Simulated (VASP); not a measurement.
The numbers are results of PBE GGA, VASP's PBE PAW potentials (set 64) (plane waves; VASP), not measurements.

VASP input:

KPOINTS:
```
Automatic mesh
0
Gamma
8 8 8
0 0 0
```

POSCAR:
```
SnO2
1
    4.8249118156     0.0000000000     0.0000000000
    0.0000000000     4.8249118156     0.0000000000
    0.0000000000     0.0000000000     3.2381019351
Sn O
2 4
Direct
  0.0000000000   0.0000000000   0.0000000000
  0.5000000000   0.5000000000   0.5000000000
  0.3070000000   0.3070000000   0.0000000000
  0.8070000000   0.1930000000   0.5000000000
  0.1930000000   0.8070000000   0.5000000000
  0.6930000000   0.6930000000   0.0000000000
```

### INCAR
```
SYSTEM = SnO2
PREC = Normal
ENCUT = 400
EDIFF = 1E-5
NELM = 100
ALGO = Fast
LREAL = .FALSE.
LASPH = .TRUE.
ISMEAR = 0
SIGMA = 0.05
GGA = PE
LMAXMIX = 4
LWAVE = .FALSE.
LCHARG = .FALSE.
NELMIN = 4
IBRION = 2
ISIF = 2
NSW = 20
EDIFFG = -0.03
```

POTCAR, in this order: Sn O (PBE.64 set). Program: vasp_std.

Question: What will the output report for the number of irreducible k-points (NKPTS), largest plane-wave count, number of space-group operations, FFT grid (NGX, NGY, NGZ)?

Answer: 
```
Item                                           Value
--------------------------------------  ------------
number of irreducible k-points (NKPTS)            75
largest plane-wave count                        1411
number of space-group operations                  16
FFT grid (NGX, NGY, NGZ)                24 × 24 × 16
```

The compound is SnO2 in the rutile structure. This run relaxes the ions in a fixed cell. Symmetry was kept, so distortions that lower it aren't found.
